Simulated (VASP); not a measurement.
The input files of a VASP run:

### INCAR
```
! general
SYSTEM   =  HgS
PREC     =  Accurate
ENCUT    =  300
LREAL    =  .False.   ! projection in real space or not
LASPH    =  .True.   ! aspherical one-centre terms

! electronic loop
EDIFF    =  1E-6   ! SCF stop (eV)
NELM     =  100   ! most electronic steps
ALGO     =  Normal   ! blocked Davidson
LMAXMIX  =  6   ! l cut-off of mixed one-centre charges

! smearing
ISMEAR   =  -1   ! Fermi-Dirac
SIGMA    =  0.01

! functional
GGA      =  PE

! ions
ISIF     =  2   ! forces and stress, cell fixed

! output
LWAVE    =  .False.
LCHARG   =  .False.
```

KPOINTS:
```
Automatic
0
G
  5 5 5
```

### POSCAR
```
HgS
1
    0.0000000000     2.9250000000     2.9250000000
    2.9250000000     0.0000000000     2.9250000000
    2.9250000000     2.9250000000     0.0000000000
Hg S
1 1
Direct
  0.0000000000   0.0000000000   0.0000000000
  0.2500000000   0.2500000000   0.2500000000
```

POTCAR, in this order: Hg S (PBE.64 set). Program: vasp_std.

Q: Translate this PBE calculation to Quantum ESPRESSO's pw.x.

A: One equivalent input (not run):
```
&CONTROL
  calculation = 'scf'
  pseudo_dir = './pseudo'
  outdir = './out'
  tprnfor = .true.
  tstress = .true.
/
&SYSTEM
  ibrav = 0
  nat = 2
  ntyp = 2
  ecutwfc = 66
  occupations = 'smearing'
  smearing = 'fermi-dirac'
  degauss = 0.000735
  input_dft = 'pbe'
/
&ELECTRONS
  conv_thr = 7.3e-08
  electron_maxstep = 100
/
ATOMIC_SPECIES
  Hg 200.592 Hg.upf
  S 32.060 S.upf
CELL_PARAMETERS angstrom
     0.0000000    2.9250000    2.9250000
     2.9250000    0.0000000    2.9250000
     2.9250000    2.9250000    0.0000000
ATOMIC_POSITIONS crystal
  Hg   0.0000000  0.0000000  0.0000000
  S    0.2500000  0.2500000  0.2500000
K_POINTS automatic
  5 5 5 0 0 0
```
What does not carry over: the potentials are each code's own (VASP's PAW set, PseudoDojo norm-conserving files in pw.x), so ENCUT and ecutwfc are chosen apart and not converted; conv_thr bounds pw.x's estimated SCF error, while EDIFF bounds the energy change between steps.

The structure is a typed HgS crystal (F-43m). The cell was not relaxed at this level. The k-mesh is coarse (spacing up to 0.37 per Å, 2π included), so the numbers may not be converged in it.
